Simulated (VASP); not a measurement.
An input for Ansatz (written as the equivalent of a VASP run, and not itself run):

Ansatz 0.2 input:
```yaml
crystal:
  lattice:
    - [2.6873546, -0.0000000, 0.0000000]
    - [-1.3436778, 2.3273178, 0.0000000]
    - [0.0000000, 0.0000000, 4.6390265]
  atoms:
    - { symbol: Si, position: [0.0000000, 0.0000000, 0.0000000] }
    - { symbol: O, position: [0.3333330, 0.6666670, 0.1961675] }
    - { symbol: O, position: [0.6666670, 0.3333330, 0.8038325] }
kpoints:
  mp_grid: { grid: [9, 9, 5] }
hamiltonian:
  xc: r2scan
  pseudopotentials: { kind: paw }
scf:
  occupations: { method: gaussian, width: 0.05 }
  max_iter: 100
relax:
  max_steps: 60
  f_tol: 0.02
  cell: {}
output: { forces: true, stress: true, eigenvalues: true }
```

Write the VASP files for the same calculation (r2SCAN).

Several could match; the one computed here: 
### POSCAR
```
SiO2
1.0
  2.6873545560  -0.0000000076   0.0000000000
 -1.3436777926   2.3273178153   0.0000000000
  0.0000000000   0.0000000000   4.6390264811
Si O
1 2
Cartesian
  0.0000000000   0.0000000000   0.0000000000
 -0.0000016867   1.5515459834   0.9100264007
  1.3436784501   0.7757718243   3.7290000804
```

### INCAR
```
# general
SYSTEM   =  SiO2
PREC     =  Accurate
ENCUT    =  520
LREAL    =  .FALSE.
LASPH    =  .TRUE.

# electronic loop
EDIFF    =  1E-6
NELM     =  100
ALGO     =  Normal
LMIXTAU  =  .TRUE.

# smearing
ISMEAR   =  0
SIGMA    =  0.05

# functional
METAGGA  =  R2SCAN

# ions
IBRION   =  2
NSW      =  60
ISIF     =  3
EDIFFG   =  -0.02

# output
LWAVE    =  .FALSE.
LCHARG   =  .FALSE.
```

File KPOINTS:
```
K-points
0
Gamma
 9 9 5
0 0 0
```

POTCAR, in this order: Si O (PBE.64 set). Program: vasp_std.

What does not carry over: each code has its own PAW files, so the cut-off isn't converted (ENCUT is set for VASP's; basis.ecutwfc is left out, and Ansatz then takes the one that its files recommend); Ansatz stops its SCF on the density residual and VASP on the energy change (EDIFF).

The structure was generated: SiO2 was put into the CdI2 type (P-3m1), which need not be its known phase. This run relaxes it. Symmetry was kept, so distortions that lower it aren't found. The start is the result of an earlier pass.
